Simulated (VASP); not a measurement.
Computed with PBE0 hybrid, VASP's PBE PAW potentials (set 64) (plane waves; VASP 6.6.1).

VASP ran on this input.

INCAR:
```
AEXX = 0.25
ALGO = Normal
EDIFF = 1E-6
ENCUT = 520
GGA = PE
HFRCUT = -1
ISIF = 2
ISMEAR = 0
ISYM = 3
LASPH = T
LCHARG = F
LHFCALC = T
LREAL = F
LWAVE = F
NELM = 60
PREC = Accurate
PRECFOCK = Fast
SIGMA = 0.05
SYSTEM = KF
```

**POSCAR**
```
KF
1
    0.0000000000     2.6829279834     2.6829279834
    2.6829279834     0.0000000000     2.6829279834
    2.6829279834     2.6829279834     0.0000000000
K F
1 1
Direct
  0.0000000000   0.0000000000   0.0000000000
  0.5000000000   0.5000000000   0.5000000000
```

KPOINTS:
```
kpoints
0
G
  6 6 6
0 0 0
```

POTCAR, in this order: K_sv F (PBE.64 set). Program: vasp_std. Read from the step before: WAVECAR.

What VASP printed:

**OUTCAR**
```
 ion  position               nearest neighbor table
   1  0.000  0.000  0.000-   2 2.68   2 2.68   2 2.68   2 2.68   2 2.68   2 2.68
   2  0.500  0.500  0.500-   1 2.68   1 2.68   1 2.68   1 2.68   1 2.68   1 2.68
  LATTYP: Found a face centered cubic cell.
 ALAT       =     5.3658559668
 Subroutine PRICEL returns:
 Original cell was already a primitive cell.
 Subroutine GETGRP returns: Found 48 space group operations
The static configuration has the point symmetry O_h .
The dynamic configuration has the point symmetry O_h .
 Subroutine INISYM returns: Found 48 space group operations
 Subroutine IBZKPT returns following result:
 Found     16 irreducible k-points:

 Following reciprocal coordinates:
            Coordinates               Weight
  0.000000  0.000000  0.000000      1.000000
  0.166667  0.000000  0.000000      8.000000
  0.333333  0.000000  0.000000      8.000000
  0.500000  0.000000  0.000000      4.000000
  0.166667  0.166667  0.000000      6.000000
  0.333333  0.166667  0.000000     24.000000
  0.500000  0.166667  0.000000     24.000000
 -0.333333  0.166667  0.000000     24.000000
 -0.166667  0.166667  0.000000     12.000000
  0.333333  0.333333  0.000000      6.000000
  0.500000  0.333333  0.000000     24.000000
 -0.333333  0.333333  0.000000     12.000000
  0.500000  0.500000  0.000000      3.000000
  0.500000  0.333333  0.166667     24.000000
 -0.333333  0.333333  0.166667     24.000000
 -0.333333  0.500000  0.166667     12.000000
 Subroutine IBZKPT_HF returns following result:
   k-points           NKPTS =     16   k-points in BZ     NKDIM =    216   number of bands    NBANDS=     12
   number of dos      NEDOS =    301   number of ions     NIONS =      2
   total plane-waves  NPLWV =  21952
   dimension x,y,z NGX =    28 NGY =   28 NGZ =   28
   dimension x,y,z NGXF=    56 NGYF=   56 NGZF=   56
   ions per type =               1   1
   PREC   = accura    normal or accurate (medium, high low for compatibility)
...
```

File OSZICAR:
```
       N       E                     dE             d eps       ncg     rms          rms(c)
DAV:   1    -0.104841672061E+02   -0.10484E+02   -0.18768E-01   388   0.591E+00    0.140E+00
DAV:   2    -0.104822483556E+02    0.19189E-02   -0.18001E-02   468   0.138E+00    0.766E-01
DAV:   3    -0.104812233636E+02    0.10250E-02   -0.45668E-03   448   0.595E-01    0.402E-01
DAV:   4    -0.104811233852E+02    0.99978E-04   -0.23769E-04   484   0.153E-01    0.231E-01
DAV:   5    -0.104810200937E+02    0.10329E-03   -0.13619E-04   472   0.121E-01    0.134E-01
DAV:   6    -0.104809986779E+02    0.21416E-04   -0.25335E-05   468   0.573E-02    0.792E-02
DAV:   7    -0.104809908320E+02    0.78459E-05   -0.38558E-06   456   0.242E-02    0.469E-02
DAV:   8    -0.104809889594E+02    0.18726E-05   -0.22840E-06   428   0.157E-02    0.280E-02
DAV:   9    -0.104809887510E+02    0.20842E-06   -0.68944E-07   292   0.967E-03
   1 F= -.10480989E+02 E0= -.10480989E+02  d E =-.111445E-12
```

File OUTCAR:
```
------------------------ aborting loop because EDIFF is reached ----------------------------------------
  FORCE on cell =-STRESS in cart. coord.  units (eV):
  Direction    XX          YY          ZZ          XY          YZ          ZX
  --------------------------------------------------------------------------------------
  Total        0.0212935      0.0212935      0.0212935      0.0000000      0.0000000      0.0000000
  in kB        0.8832839      0.8832839      0.8832839      0.0000000      0.0000000      0.0000000
  external PRESSURE =       0.8832839 kB  Pullay stress =       0.0000000 kB
  volume of cell :       38.62
      direct lattice vectors                 reciprocal lattice vectors
     0.000000000  2.682927983  2.682927983    -0.186363556  0.186363556  0.186363556
     2.682927983  0.000000000  2.682927983     0.186363556 -0.186363556  0.186363556
     2.682927983  2.682927983  0.000000000     0.186363556  0.186363556 -0.186363556
  FREE ENERGIE OF THE ION-ELECTRON SYSTEM (eV)
  ---------------------------------------------------
  free  energy   TOTEN  =       -10.4809887510 eV

  energy  without entropy=      -10.4809887510  energy(sigma->0) =      -10.48098875

  exchange ACFDT corr.  =         0.00000000  see jH, gK, PRB 81, 115126
```
(Selected blocks of OUTCAR.)

OUTCAR:
```
 val. band max:       -4.8369501327   @ k =   0.0000   0.0000   0.0000

 cond. band min:       4.0304340488   @ k =   0.0000   0.0000   0.0000


 Fermi energy:        -4.6025213043

 k-point     1 :       0.0000    0.0000    0.0000
  band No.  band energies     occupation
      1     -32.5291      2.00000
      2     -25.0348      2.00000
      3     -14.4174      2.00000
      4     -14.4174      2.00000
      5     -14.4174      2.00000
      6      -4.8370      2.00000
      7      -4.8370      2.00000
      8      -4.8370      2.00000
      9       4.0304      0.00000
     10       8.9374      0.00000
     11       8.9374      0.00000
     12       8.9374      0.00000

 k-point     2 :       0.1667    0.0000    0.0000
  band No.  band energies     occupation
      1     -32.5055      2.00000
      2     -25.0550      2.00000
      3     -14.4849      2.00000
      4     -14.4256      2.00000
      5     -14.4256      2.00000
      6      -5.0592      2.00000
      7      -4.9257      2.00000
      8      -4.9256      2.00000
      9       4.7788      0.00000
     10       8.4777      0.00000
     11       9.3203      0.00000
     12       9.3203      0.00000

 k-point     3 :       0.3333    0.0000    0.0000
  band No.  band energies     occupation
      1     -32.4579      2.00000
      2     -25.0967      2.00000
      3     -14.6189      2.00000
      4     -14.4415      2.00000
      5     -14.4415      2.00000
      6      -5.4455      2.00000
      7      -5.0981      2.00000
      8      -5.0980      2.00000
      9       6.3911      0.00000
     10       8.1444      0.00000
     11      10.1024      0.00000
     12      10.1024      0.00000

 k-point     4 :       0.5000    0.0000    0.0000
  band No.  band energies     occupation
      1     -32.4337      2.00000
      2     -25.1178      2.00000
      3     -14.6854      2.00000
      4     -14.4494      2.00000
      5     -14.4494      2.00000
      6      -5.6175      2.00000
...
```

The compound is KF in the rock salt structure. This cell is one point of a volume scan, at 0.97 of the reference volume. The cell's shape comes from a PBE relaxation.
